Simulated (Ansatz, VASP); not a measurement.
# SnTeSe (1T-SnSeTe bilayer, like faces together) in two plane-wave programs

One calculation is typed for both programs; each brings its own data sets. How far apart do they land? The structure shown is the start of the Ansatz relaxation below; VASP solves that cell, so the two are compared at the walk's first step.

Main program and level: Ansatz 0.2.0; plane waves, with VASP 6.6.1 beside it; single point at PBEsol with D3(BJ).

## 1. The starting structure

The cell holds 6 atoms: 2 Te, 2 Sn and 2 Se. Its edges and angles: a = 3.827 Å, b = 3.827 Å, c = 47.441 Å, α = 90.0°, β = 90.0°, γ = 120.0°. Vacuum lies along c.

## 2. Ansatz: relaxation, PBEsol with D3(BJ)

Ansatz runs on its default PAW (the set named soft_2) files.

The two programs are compared at the cell with which this relaxation starts, whose forces are those of its first step.

File input.yaml:

```yaml
crystal:
  lattice:
    - [3.8272765, 0.0, 0.0]
    - [-1.91363825, 3.3145186763, 0.0]
    - [0.0, 0.0, 47.4411756452]
  atoms:
    - { symbol: Te, position: [0.6666666667, 0.3333333333, 0.4131432186] }
    - { symbol: Sn, position: [0.0, 0.0, 0.44401561] }
    - { symbol: Se, position: [0.3333333333, 0.6666666667, 0.4673279598] }
    - { symbol: Te, position: [0.0, 0.0, 0.5868567814] }
    - { symbol: Sn, position: [0.3333333333, 0.6666666667, 0.55598439] }
    - { symbol: Se, position: [0.6666666667, 0.3333333333, 0.5326720402] }
  periodic: [true, true, false]
kpoints:
  mp_grid: { grid: [12, 12, 1] }
hamiltonian:
  xc: pbesol
  dispersion: d3bj
scf:
  occupations: { method: fermi_dirac, width: 0.05 }
  convergence: { dr2_threshold: 1.0e-09 }
relax:
  f_tol: 0.004
  max_steps: 90
  cell: {}
output:
  write_potential: true
  write_density: true
  volumetric_format: npy
```

Run with:

```
> ansatz run input.yaml --threads 8 --pin off --max-ram 12288MiB --backend cpu --events-out ev --progress --plain --runs-dir out
```

Numbers of over 12 decimals in the logs are rounded to 6 here.

The log of the run:

```text
Warning: relax.cell: scf.convergence.dr2_threshold = 1e-9 eV is looser than the 1.80320706381e-10 eV advised for a relaxation that steers and ends on the stress (1e-10 eV for each atom of the cell: 6, times the square of relax.cell.stress_2d_tol = 0.05 N/m over 18.2 Å (the atoms' height at the walk's start and 5 Å past either face), 2.741e-2 GPa, over a crystal's default 0.05). What an SCF threshold leaves in a stress goes as its square root, and in the free energy as the threshold itself, and one threshold admits the most on a small cell: [figures from the program's tests cut] Set scf.convergence.dr2_threshold to 1.80320706381e-10 eV or tighter. [rest of the remark cut]
Engine: ansatz 0.2.0, aarch64-unknown-linux-gnu
Pseudopotentials: kind: paw
Pseudopotential: Te, paw, valence charge 16, recommended cutoff 420 eV (normal), Te.paw.azcp
Pseudopotential: Sn, paw, valence charge 14, recommended cutoff 420 eV (normal), Sn.paw.azcp
Pseudopotential: Se, paw, valence charge 16, recommended cutoff 420 eV (normal), Se.paw.azcp
Functional definition: PBEsol
  exchange = pbesol_x
  correlation = pbesol_c
Crystal: 6 atoms, lattice volume = 601.819 Å³
Basis set: ecut = 420 eV, 11727 PW (Γ), exchange–correlation on 54×54×640 points (8 copies of the dense FFT grid, shifted against one another)
Bands: 56, of which v1, the nominal top of the filled ones, is band 46 counted from 1 (45 counted from 0)
Symmetry: 6 space group operations
Space group: P3m1 (ITA 156), of the structure as read, at distance tolerance 8.4e-5 Å
k-points: 19 of 144 (time reversal used)
Non-local potential: Te, projectors of the file, l = 0: 2, l = 1: 2, l = 2: 2, l = 3: 2
Non-local potential: Sn, projectors of the file, l = 0: 2, l = 1: 2, l = 2: 2, l = 3: 2
Non-local potential: Se, projectors of the file, l = 0: 2, l = 1: 2, l = 2: 3, l = 3: 1
PAW form: soft (Blöchl's): semilocal exchange-correlation on the pseudo side does not see the compensation charge
PAW frozen core: Te, regenerated for the run's functional, and the local potential with it (the file was generated under x = pbe(κ = 0.804, μ = 0.219515), c = pbe(β = 0.066725))
PAW frozen core: Sn, regenerated for the run's functional, and the local potential with it (the file was generated under x = pbe(κ = 0.804, μ = 0.219515), c = pbe(β = 0.066725))
PAW frozen core: Se, regenerated for the run's functional, and the local potential with it (the file was generated under x = pbe(κ = 0.804, μ = 0.219515), c = pbe(β = 0.066725))
PAW one-centre angular grid: Te, 590 points (default); XC on 64 Gauss nodes
PAW one-centre angular grid: Sn, 590 points (default); XC on 64 Gauss nodes
PAW one-centre angular grid: Se, 590 points (default); XC on 64 Gauss nodes
Initial density: superposition of atomic densities (neutral atoms: chi_scale 0, normalization atom), corrected by the library's trained network
Initial wavefunctions: pseudopotential atomic-orbital guess
Functional: x = pbesol(κ = 0.804, μ = 0.123457), c = pbesol(β = 0.046)
SCF iter   1: F=—  HF=-36549.787794 eV  |F-HF|=—  |Δ(HF+E_count)|=         —  Δρ=2.01e-3  dr2=1.04e-1  ethr=1.77e-3  ⟨swp⟩=16.7  Hψ=7218  notcnv=0  defer=23
preconditioner: auto → Resta (q_TF=auto, 1.995 Å⁻¹)  ε∞=1.7  [insulator: Δε(μ)=0.456 eV  Ē_g=10.330 eV  σ=0.050 eV  W_gap=0.97  n_scr=84 (ndim 8)  ℏωp=8.6 eV  f_vac=0.743  D(μ)=0.04/eV (n_scr^D=0)  ε∞_Penn≈1.7  vacuum switching on, ρ_ref=7.7e-3 e/Å³]
SCF iter   2: F=—  HF=-36549.793176 eV  |F-HF|=—  |Δ(HF+E_count)|=   5.38e-3  Δρ=1.66e-3  dr2=2.00e-1  ethr=1.13e-4  ⟨swp⟩=5.1  Hψ=2391  notcnv=0  defer=65
SCF iter   3: F=—  HF=-36549.769531 eV  |F-HF|=—  |Δ(HF+E_count)|=   2.36e-2  Δρ=6.29e-4  dr2=5.45e-3  ethr=1.13e-4  ⟨swp⟩=3.9  Hψ=1415  notcnv=0  defer=65
SCF iter   4: F=—  HF=-36549.769769 eV  |F-HF|=—  |Δ(HF+E_count)|=   2.38e-4  Δρ=2.62e-4  dr2=6.52e-4  ethr=5.93e-6  ⟨swp⟩=3.8  Hψ=2258  notcnv=0  defer=65
SCF iter   5: F=—  HF=-36549.769684 eV  |F-HF|=—  |Δ(HF+E_count)|=   8.49e-5  Δρ=9.39e-5  dr2=3.93e-5  ethr=7.09e-7  ⟨swp⟩=2.5  Hψ=1589  notcnv=0  defer=65
SCF iter   6: F=—  HF=-36549.769713 eV  |F-HF|=—  |Δ(HF+E_count)|=   2.85e-5  Δρ=3.02e-5  dr2=2.50e-5  ethr=4.27e-8  ⟨swp⟩=3.8  Hψ=2535  notcnv=0  defer=65
SCF iter   7: F=—  HF=-36549.769714 eV  |F-HF|=—  |Δ(HF+E_count)|=   1.18e-6  Δρ=1.85e-5  dr2=2.06e-5  ethr=2.72e-8  ⟨swp⟩=2.5  Hψ=1394  notcnv=0  defer=65
[...]
SCF iter   2: F=—  HF=-36553.822671 eV  |F-HF|=—  |Δ(HF+E_count)|=   9.70e-3  Δρ=8.00e-6  dr2=2.59e-6  ethr=9.58e-9  ⟨swp⟩=4.5  Hψ=2936  notcnv=0  defer=6
SCF iter   3: F=—  HF=-36553.822699 eV  |F-HF|=—  |Δ(HF+E_count)|=   2.74e-5  Δρ=5.34e-6  dr2=6.80e-7  ethr=2.82e-9  ⟨swp⟩=3.7  Hψ=2380  notcnv=0  defer=6
SCF iter   4: F=—  HF=-36553.822717 eV  |F-HF|=—  |Δ(HF+E_count)|=   1.83e-5  Δρ=1.73e-6  dr2=4.78e-8  ethr=7.39e-10  ⟨swp⟩=2.3  Hψ=1722  notcnv=0  defer=6
SCF iter   5: F=—  HF=-36553.822717 eV  |F-HF|=—  |Δ(HF+E_count)|=   1.46e-7  Δρ=7.26e-7  dr2=5.15e-9  ethr=5.19e-11  ⟨swp⟩=3.1  Hψ=2036  notcnv=0  defer=7
SCF iter   6: F=-36553.822717 eV  HF=-36553.822717 eV  |F-HF|=2.41e-8  |Δ(HF+E_count)|=   1.69e-8  Δρ=1.82e-7  dr2=1.98e-10  ethr=1.09e-12  ⟨swp⟩=20.3  Hψ=8764  notcnv=0
SCF 9 converged in 6 iterations: F = -36553.822717 eV  dr2 = 1.98e-10
relax step   9: F+E_penalty+E_count = -36553.82271717 eV  Δ(F+E_penalty+E_count) = -1.501e-3 eV  max|allowed force component| = 8.751e-4 eV/Å  Δτ_max = 0.0000 Å  P = -0.028 N/m  Ω = 624.735 Å³  fix = [c, alpha, beta]  reactions: c -0.000 N/m  stress off target by 2.84e-2 N/m on what of the cell is left free  SCF on the basis re-selected at this cell (its energy is not comparable with the rows above)  (6 SCF iters)
basis re-selected at this cell: Δ(F+E_penalty+E_count) = -1.501e-3 eV, ΔP = -0.030 N/m vs the last step (what re-selecting the basis moved, of the pressure what is left beyond the Pulay correction that the steps carried, after the strain that the cell walked since its last selection, with what the two solves' SCF thresholds leave and, on support functions, any second-order correction that the steps lacked; it is no m [...]
WARN: The input density's exchange-correlation potential varies sharply where the density is thin. Do not read a vacuum level from v_tot or v_xc, or from such a field of the output density. On a cell that repeats whose density bears no net charge and no dipole along the vacuum's axis use v_es (v_loc + v_h of the components); under efield.dipole_correction with no amplitude use v_es + v_field, which holds any external [...]
SCF converged after 6 iterations
Free energy (F): -36553.822717 eV
Harris-Foulkes:  -36553.822717 eV  (|F-HF|=2.41e-8)
Internal energy: -36553.806216 eV  (E = F + TS)
E sigma→0 (E₀):  -36553.814466 eV
Entropy (-TS):   -0.016502 eV (-2.750 meV/atom)
Fermi energy:    -4.884865 eV
--- Per-component energies (eV) ---
  E_band       = -2738.132810
  E_kinetic    = 975.807798
  E_local      = -482706.652436  (includes V_loc(G=0)·N_el)
  E_nonlocal   = -1859.201073
  E_hartree    = 241247.358742
  E_xc         = -1210.835003
  E_vxc        = -597.478311  (∫ρ·V_xc dr)
  E_paw        = -21042.295941  (= ΣΔE_a)
  E_vpaw       = -1045.325031  (= ΣTr[D̂ρ^β])
  E_aug_tail   = -0.001585  (compensation charges beyond the density's cutoff)
  E_ewald      = 228040.542840
  E_disp       = -1.865769  (pairwise vdW)
  E_core_change = 3.336211  (= ΣΔE_core)
  E_smearing   = -0.016502  (= −TS)
  E_closure    = -0.000000  (closes the sum)
  Σ components = -36553.822717   (vs F -36553.822717, Δ=0.00e0)
--- Forces (eV/Å), atoms counted from 1 ---
  atom   1  Te    -0.00000000     0.00000000    -0.00039300
  atom   2  Sn     0.00000000     0.00000000     0.00087496
  atom   3  Se     0.00000000     0.00000000    -0.00023861
  atom   4  Te     0.00000000     0.00000000    -0.00038598
  atom   5  Sn    -0.00000000     0.00000000    -0.00021730
  atom   6  Se     0.00000000     0.00000000     0.00035883
  max |Σ_I F_I| component: 1.09e-6 eV/Å
--- 2D stress c σ (N/m, compression-positive) ---
       -0.028361      -0.000000       0.000000
        0.000000      -0.028361       0.000000
        0.000000       0.000000      -0.000000
  P = ½ c Tr σ = -0.0284 N/m
--- Band table (eV; the first three rows and the last of 19) ---
  k-point 0: bands = [... 42 lower, -4.8285, -4.8285, -4.7974, -4.7974, -4.4895, -3.0373, -2.2544, -2.0681, ... 6 higher]
  k-point 1: bands = [... 42 lower, -5.4164, -5.3879, -4.9087, -4.8406, -3.9071, -3.1589, -1.8506, -1.7950, ... 6 higher]
  k-point 2: bands = [... 42 lower, -6.4247, -5.5813, -5.1199, -4.9540, -3.7032, -3.3807, -1.9894, -1.5144, ... 6 higher]
  k-point 18: bands = [... 42 lower, -7.0134, -6.7079, -6.3994, -5.8499, -4.2373, -4.0753, -1.3824, -1.1077, ... 6 higher]
  the weakly bound empty levels are not read free of the cell's end (no_gap_told)
--- Relaxed structure (8 steps of the walk, 8 accepted, 1 SCFs on fresh bases) ---
  F+E_penalty+E_count = -36553.82271717 eV   max|allowed force component| = 8.751e-4 eV/Å   (the final SCF, on the basis selected at the relaxed cell)
  cell:  # Å, volume = 624.7346 Å³
    - [3.899462, 2.6714177261646376e-18, 0]
    - [-1.949731, 3.377034, 0]
    - [0, 0, 47.4411756452]
  atoms:
    - { symbol: Te, position: [0.666667, 0.333333, 0.403354] }
    - { symbol: Sn, position: [-1.0280245823381476e-18, 0, 0.441775] }
    - { symbol: Se, position: [0.333333, 0.666667, 0.474619] }
    - { symbol: Te, position: [4.565264196059101e-18, 0, 0.596809] }
    - { symbol: Sn, position: [0.333333, 0.666667, 0.558374] }
    - { symbol: Se, position: [0.666667, 0.333333, 0.525070] }
```

## 3. VASP: single point, PBEsol with D3(BJ), start cell

The same cell, functional, mesh and smearing now go to VASP, with its own data sets.

Lines of VASP's logs that name or quote its potential files are left out, and so is its time.

File INCAR:

```
SYSTEM = SnTeSe
PREC = Accurate
ENCUT = 400
EDIFF = 1E-06
NELM = 120
ISMEAR = -1
SIGMA = 0.05
LREAL = .FALSE.
ALGO = Normal
GGA = PS
IVDW = 12
NBANDS = 32
LORBIT = 11
LWAVE = .FALSE.
LCHARG = .FALSE.
ISIF = 2
LDIPOL = .TRUE.
IDIPOL = 3
DIPOL = 0.5 0.5 0.5
LVHAR = .TRUE.
LASPH = .TRUE.
GGA_COMPAT = .FALSE.
NELMDL = -8
KPAR = 2
```

File POSCAR:

```
SnTeSe
1.0
    3.8272760000      0.0000000000      0.0000000000
   -1.9136380000      3.3145190000      0.0000000000
    0.0000000000      0.0000000000     47.4411760000
Te Sn Se
2 2 2
Direct
    0.6666667170      0.3333334339      0.4131432155
    0.0000000000      0.0000000000      0.5868567845
    0.0000000000      0.0000000000      0.4440156163
    0.3333332830      0.6666665661      0.5559843837
    0.3333332830      0.6666665661      0.4673279600
    0.6666667170      0.3333334339      0.5326720400
```

File KPOINTS:

```
Automatic mesh
0
Gamma
12 12 1
0 0 0
```

Potentials, in the order of the species: Te, Sn_d and Se (PBE family, release 64).

Run with:

```
> mpirun -np 2 vasp_std
```

The log of the run:

```text
[banner, memory and clock lines left out]
running    2 mpi-ranks, on    1 nodes
 distrk:  each k-point on    1 cores,    2 groups
 distr:  one band on    1 cores,    1 groups

 POSCAR found type information on POSCAR TeSnSe
 POSCAR found :  3 types and       6 ions
|                                                                             |
|               ----> ADVICE to this user running VASP <----                  |
|                                                                             |
|     You enforced a specific xc type in the INCAR file but a different       |
|     [... a line on the potential file left out ...]
|     I HOPE YOU KNOW WHAT YOU ARE DOING!                                     |
|                                                                             |

 LDA part: xc-table for (Slater+PW92), standard interpolation
 POSCAR, INCAR and KPOINTS ok, starting setup
 FFT: planning ... GRIDC
 FFT: planning ... GRID_SOFT
 FFT: planning ... GRID
 WAVECAR not read
 entering main loop
       N       E                     dE             d eps       ncg     rms          rms(c)
DAV:   1     0.377685015127E+03    0.37769E+03   -0.19463E+04  1560   0.106E+03
DAV:   2     0.217605026558E+02   -0.35592E+03   -0.35074E+03  1608   0.256E+02
DAV:   3    -0.191883711124E+02   -0.40949E+02   -0.40428E+02  1544   0.113E+02
DAV:   4    -0.206301407509E+02   -0.14418E+01   -0.14375E+01  1536   0.244E+01
DAV:   5    -0.206807057560E+02   -0.50565E-01   -0.50554E-01  1752   0.423E+00
DAV:   6    -0.206821607154E+02   -0.14550E-02   -0.14548E-02  1728   0.684E-01
DAV:   7    -0.206822076436E+02   -0.46928E-04   -0.46927E-04  1928   0.107E-01
DAV:   8    -0.206822081439E+02   -0.50032E-06   -0.50020E-06  1496   0.134E-02    0.136E+01
DAV:   9    -0.200931667232E+02    0.58904E+00   -0.77991E-01  1680   0.915E+00    0.842E+00
DAV:  10    -0.199695730472E+02    0.12359E+00   -0.81599E-01  1664   0.599E+00    0.882E-01
DAV:  11    -0.199493522812E+02    0.20221E-01   -0.13927E-01  1600   0.369E+00    0.496E-01
DAV:  12    -0.199500501388E+02   -0.69786E-03   -0.93908E-03  1528   0.508E-01    0.328E-01
DAV:  13    -0.199498623304E+02    0.18781E-03   -0.88193E-04  1768   0.303E-01    0.175E-01
DAV:  14    -0.199498747385E+02   -0.12408E-04   -0.47993E-04  1712   0.137E-01    0.716E-02
[...]
DAV:  21    -0.199499939197E+02   -0.33615E-04   -0.14077E-06  1080   0.537E-03    0.347E-03
DAV:  22    -0.199500168160E+02   -0.22896E-04   -0.10488E-06  1040   0.271E-03    0.130E-03
DAV:  23    -0.199500301082E+02   -0.13292E-04   -0.40986E-07  1024   0.233E-03    0.198E-03
DAV:  24    -0.199500345999E+02   -0.44917E-05   -0.65525E-08   992   0.122E-03    0.148E-03
DAV:  25    -0.199500389069E+02   -0.43070E-05   -0.69226E-08   920   0.874E-04    0.199E-03
DAV:  26    -0.199500406187E+02   -0.17118E-05   -0.47021E-08   952   0.151E-03    0.268E-04
DAV:  27    -0.199500416825E+02   -0.10638E-05   -0.32363E-08   880   0.731E-04    0.794E-04
DAV:  28    -0.199500420662E+02   -0.38370E-06   -0.87978E-09   896   0.690E-04
   1 F= -.21968956E+02 E0= -.21968552E+02  d E =-.809205E-03
```

(Continued in part 2 of 2.)

[Lines on the potential files, build, host, timing and source positions are cut from VASP's logs without a mark.]

[Logs are printed without paths, hosts, clocks, repeated set-up lines and the standing remarks that a program may print on its own settings, such as how far it seeks lower states.]

[Hosts, paths, dates, database ids (printed as entryN), source tags and the programs' standing remarks are cut or masked in the printed files.]
